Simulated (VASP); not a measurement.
These are revPBE GGA, VASP's PBE PAW potentials (set 64) (plane waves; VASP) values and carry that method's errors.

A VASP calculation is set up with these files.

### KPOINTS
```
kpoints
0
gamma
 4 4 4
0.5 0.5 0.5
```

File POSCAR:
```
RuS2
1
    5.6874790000     0.0000000000     0.0000000000
    0.0000000000     5.6874790000     0.0000000000
    0.0000000000     0.0000000000     5.6874790000
Ru S
4 8
Direct
  0.0000000000   0.5000000000   0.5000000000
  0.5000000000   0.5000000000   0.0000000000
  0.5000000000   0.0000000000   0.5000000000
  0.0000000000   0.0000000000   0.0000000000
  0.3882000000   0.1118000000   0.8882000000
  0.6118000000   0.8882000000   0.1118000000
  0.1118000000   0.8882000000   0.3882000000
  0.8882000000   0.1118000000   0.6118000000
  0.8882000000   0.3882000000   0.1118000000
  0.1118000000   0.6118000000   0.8882000000
  0.6118000000   0.6118000000   0.6118000000
  0.3882000000   0.3882000000   0.3882000000
```

INCAR:
```
PREC = Accurate
SIGMA = 0.01   # width (eV)
EDIFF = 1E-6   # SCF stop (eV)
LWAVE = .FALSE.
LCHARG = .FALSE.
LMAXMIX = 4   # l cut-off of mixed one-centre charges
ENCUT = 300   # plane-wave cut-off (eV)
ALGO = Normal
NELM = 100   # most electronic steps
LASPH = .TRUE.
LREAL = .FALSE.   # projection in real space or not
SYSTEM = RuS2
ISMEAR = 0   # Gaussian
ISIF = 2   # forces and stress, cell fixed
GGA = RE
```

POTCAR, in this order: Ru_pv S (PBE.64 set). Program: vasp_std.

The run wrote:

**OUTCAR**
```
 ion  position               nearest neighbor table
   1  0.000  0.500  0.500-   7 2.38   8 2.38   9 2.38  10 2.38  11 2.38  12 2.38
   2  0.500  0.500  0.000-   5 2.38   6 2.38   9 2.38  10 2.38  11 2.38  12 2.38
   3  0.500  0.000  0.500-   5 2.38   6 2.38   7 2.38   8 2.38  11 2.38  12 2.38
   4  0.000  0.000  0.000-   5 2.38   6 2.38   7 2.38   8 2.38   9 2.38  10 2.38
   5  0.388  0.112  0.888-   6 2.20   3 2.38   4 2.38   2 2.38
   6  0.612  0.888  0.112-   5 2.20   3 2.38   4 2.38   2 2.38
   7  0.112  0.888  0.388-   8 2.20   3 2.38   4 2.38   1 2.38
   8  0.888  0.112  0.612-   7 2.20   3 2.38   4 2.38   1 2.38
   9  0.888  0.388  0.112-  10 2.20   2 2.38   4 2.38   1 2.38
  10  0.112  0.612  0.888-   9 2.20   2 2.38   4 2.38   1 2.38
  11  0.612  0.612  0.612-  12 2.20   2 2.38   3 2.38   1 2.38
  12  0.388  0.388  0.388-  11 2.20   2 2.38   3 2.38   1 2.38
  LATTYP: Found a simple cubic cell.
 ALAT       =     5.6874790000
 Subroutine PRICEL returns:
 Original cell was already a primitive cell.
 Subroutine GETGRP returns: Found 24 space group operations
The static configuration has the point symmetry S_6 .
 The point group associated with its full space group is T_h .
The dynamic configuration has the point symmetry S_6 .
 Subroutine INISYM returns: Found 24 space group operations
 Subroutine IBZKPT returns following result:
 Found      4 irreducible k-points:

 Following reciprocal coordinates:
            Coordinates               Weight
  0.125000  0.125000  0.125000      8.000000
  0.375000  0.125000  0.125000     24.000000
  0.375000  0.375000  0.125000     24.000000
  0.375000  0.375000  0.375000      8.000000
   k-points           NKPTS =      4   k-points in BZ     NKDIM =      4   number of bands    NBANDS=     62
   number of dos      NEDOS =    301   number of ions     NIONS =     12
   total plane-waves  NPLWV =  32768
   dimension x,y,z NGX =    32 NGY =   32 NGZ =   32
   dimension x,y,z NGXF=    64 NGYF=   64 NGZF=   64
   ions per type =               4   8
   PREC   = accura    normal or accurate (medium, high low for compatibility)
   ISTART =      0    job   : 0-new  1-cont  2-samecut
   ICHARG =      2    charge: 1-file 2-atom 10-const
...
```

### OSZICAR
```
       N       E                     dE             d eps       ncg     rms          rms(c)
DAV:   1     0.692540998596E+03    0.69254E+03   -0.42895E+04   608   0.107E+03
DAV:   2    -0.216501357798E+02   -0.71419E+03   -0.69133E+03   568   0.334E+02
DAV:   3    -0.717972027302E+02   -0.50147E+02   -0.49247E+02   624   0.799E+01
DAV:   4    -0.732353149272E+02   -0.14381E+01   -0.14278E+01   626   0.132E+01
DAV:   5    -0.732645334140E+02   -0.29218E-01   -0.29180E-01   632   0.192E+00    0.366E+01
DAV:   6    -0.723136776078E+02    0.95086E+00   -0.13503E+01   574   0.182E+01    0.167E+01
DAV:   7    -0.719268667864E+02    0.38681E+00   -0.68774E+00   558   0.138E+01    0.132E+01
DAV:   8    -0.716186188785E+02    0.30825E+00   -0.12747E+00   552   0.624E+00    0.913E-01
DAV:   9    -0.716159861692E+02    0.26327E-02   -0.11622E-01   612   0.118E+00    0.417E-01
DAV:  10    -0.716165516712E+02   -0.56550E-03   -0.86161E-03   576   0.442E-01    0.223E-01
DAV:  11    -0.716169075436E+02   -0.35587E-03   -0.14554E-03   602   0.173E-01    0.769E-02
DAV:  12    -0.716169623542E+02   -0.54811E-04   -0.23960E-04   576   0.725E-02    0.546E-02
DAV:  13    -0.716169668398E+02   -0.44857E-05   -0.20386E-05   594   0.228E-02    0.300E-02
DAV:  14    -0.716169656631E+02    0.11768E-05   -0.52199E-06   544   0.113E-02    0.863E-03
DAV:  15    -0.716169649280E+02    0.73504E-06   -0.70085E-07   314   0.397E-03
   1 F= -.71616965E+02 E0= -.71616965E+02  d E =-.487110E-25
```

### OUTCAR
```
------------------------ aborting loop because EDIFF is reached ----------------------------------------
  FORCE on cell =-STRESS in cart. coord.  units (eV):
  Direction    XX          YY          ZZ          XY          YZ          ZX
  --------------------------------------------------------------------------------------
  Total       -2.4394653     -2.4394653     -2.4394653      0.0000000      0.0000000      0.0000000
  in kB      -21.2444654    -21.2444654    -21.2444654      0.0000000      0.0000000      0.0000000
  external PRESSURE =     -21.2444654 kB  Pullay stress =       0.0000000 kB
  volume of cell :      183.98
      direct lattice vectors                 reciprocal lattice vectors
     5.687479000  0.000000000  0.000000000     0.175824825  0.000000000  0.000000000
     0.000000000  5.687479000  0.000000000     0.000000000  0.175824825  0.000000000
     0.000000000  0.000000000  5.687479000     0.000000000  0.000000000  0.175824825
 POSITION                                       TOTAL-FORCE (eV/Angst)
 -----------------------------------------------------------------------------------
      0.00000      2.84374      2.84374         0.000000     -0.000000     -0.000000
      2.84374      2.84374      0.00000         0.000000     -0.000000     -0.000000
      2.84374      0.00000      2.84374         0.000000     -0.000000     -0.000000
      0.00000      0.00000      0.00000         0.000000     -0.000000     -0.000000
      2.20788      0.63586      5.05162        -0.094932      0.094932     -0.094932
      3.47960      5.05162      0.63586         0.094932     -0.094932      0.094932
      0.63586      5.05162      2.20788         0.094932     -0.094932     -0.094932
      5.05162      0.63586      3.47960        -0.094932      0.094932      0.094932
      5.05162      2.20788      0.63586        -0.094932     -0.094932      0.094932
      0.63586      3.47960      5.05162         0.094932      0.094932     -0.094932
      3.47960      3.47960      3.47960         0.094932      0.094932      0.094932
      2.20788      2.20788      2.20788        -0.094932     -0.094932     -0.094932
 -----------------------------------------------------------------------------------
    total drift:                               -0.000000     -0.000000     -0.000000
  FREE ENERGIE OF THE ION-ELECTRON SYSTEM (eV)
  ---------------------------------------------------
  free  energy   TOTEN  =       -71.6169649280 eV

  energy  without entropy=      -71.6169649280  energy(sigma->0) =      -71.61696493
```
(Selected blocks of OUTCAR.)

At this cut-off the stress carries a Pulay error, which pulls relaxed volumes low.

The structure comes from a computed database's RuS2 entry; how it stands against other phases isn't given here. The cell was not relaxed at this level.
